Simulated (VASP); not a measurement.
# Be2ZnO3: relaxation of cell and atoms with PBE

The system is Be2ZnO3.

```
Be Zn O
1.0
     3.63315    0.00000    0.00000
    -1.81658    3.14640    0.00000
     0.00000    0.00000    5.65972
Be Zn O
2 1 3
Cartesian
  0.0000 2.0976 1.2712
  0.0000 2.0976 4.3886
  0.0000 0.0000 2.8299
  1.8166 1.0488 3.4800
  1.8166 1.0488 2.1798
  0.0000 2.0976 0.0000
```

The cell was built by a generator and needn't be a form met in nature.

```json
{"Program": "VASP 6.6.1", "Task": "relaxation of cell and atoms", "Functional": "PBE", "Potentials or basis": "VASP PAW PBE potentials, release 64 (Be, Zn, O)", "Cutoff": "520 eV", "k mesh": "4 × 4 × 3", "Occupations": "gaussian, width 0.15 eV", "Spin": "no spin polarisation", "Further INCAR settings": "PREC = Normal; ALGO = Fast; EDIFF = 0.0001; IBRION = 2; EDIFFG = -0.08; NSW = 24; ISIF = 3"}
```

```yaml
Relaxed_volume: 8.63 Å³/atom
Relaxed_cell: a = 2.862 Å, b = 2.862 Å, c = 7.298 Å, α = 90.00°, β = 90.00°, γ = 120.00°
Space_group_after_relaxing_to_0.05_Å: P-6m2 (No. 187)
Energy_gained_by_relaxing: 1521.4 meV/atom
Ionic_steps: 22
Pressure_after_relaxing: 0.1 GPa
Largest_force_after_relaxing: 0.051 eV/Å
Band_gap_on_the_k_mesh: none (metal or under the smearing width)
```

Forces on the atoms (eV/Å):
```
Be   0.000  0.000  0.051
Be   0.000  0.000 -0.051
Zn   0.000  0.000  0.000
O    0.000  0.000 -0.023
O    0.000  0.000  0.023
O    0.000  0.000  0.000
```

Stress tensor (GPa, compression positive):
```
0.14 0.00 0.00
0.00 0.14 0.00
0.00 0.00 0.02
```

The path:
```
step  energy change (eV)  largest force (eV/Å)  pressure (GPa)  volume (Å³)
   1              0.0000                9.0668           32.68        64.70
   2              0.9083                3.9343          -26.75        86.72
   3             -2.4309                3.7119          -12.10        72.47
   4             -2.4749                3.4463          -10.45        71.83
   5             -2.4962                3.5304           -7.70        70.85
   6             -4.3807                2.1365          -11.31        67.83
   7             -4.1938                7.3879           13.00        58.70
   8             -5.7385                1.7061           -6.95        63.69
   9             -6.7934                2.6121           -6.58        59.66
  10             -7.4372                3.0371            1.22        53.55
  11             -8.1246                2.3269           -3.42        53.78
  12             -8.7134                1.2226          -10.50        54.03
  13             -8.7281                0.8694          -11.48        54.06
  14             -8.9365                2.1940            6.94        49.95
  15             -8.9871                1.2374            1.17        51.08
  16             -9.0983                0.3192            3.12        50.66
  17             -9.1096                0.0421            3.86        50.49
  18             -9.1266                0.1325           -0.79        51.79
  19             -9.1266                0.1155           -0.25        51.72
  20             -9.1266                0.1394           -0.38        51.75
  21             -9.1266                0.2185            0.62        51.80
  22             -9.1281                0.0505            0.10        51.78
```

Final structure:
```
CELL_PARAMETERS angstrom
2.86217 0.00000 0.00000
-1.43108 2.47871 0.00000
0.00000 0.00000 7.29824
ATOMIC_POSITIONS crystal
Be 0.33333 0.66667 0.19334
Be 0.33333 0.66667 0.80666
Zn 0.00000 0.00000 0.50000
O 0.66667 0.33333 0.69412
O 0.66667 0.33333 0.30587
O 0.33333 0.66667 0.00000
```

Levels at points of the mesh, in eV from the Fermi level:
| k point | band 14 | band 15 | band 16 | band 17 | band 18 | band 19 | band 20 | band 21 |
| --- | --- | --- | --- | --- | --- | --- | --- | --- |
| (0.00, 0.00, 0.00) | -3.61 | -3.45 | -0.27 | -0.05 | -0.05 | 3.48 | 7.22 | 9.20 |
| (0.50, 0.00, 0.00) | -4.10 | -3.73 | -2.90 | -0.57 | 2.41 | 3.55 | 5.64 | 8.83 |

Run time: 100 s on 1 thread of Intel(R) Xeon(R) Platinum 8488C (Sapphire Rapids), on a shared host, peak memory 0.14 GiB.

Caveat: the k mesh is coarse (spacing up to 0.50 Å⁻¹), so the values aren't converged; the volume moved by over 15 % at a fixed basis, so the end points are rough; the relaxation stopped at a loose force limit of 0.08 eV/Å, so its end isn't a converged minimum.
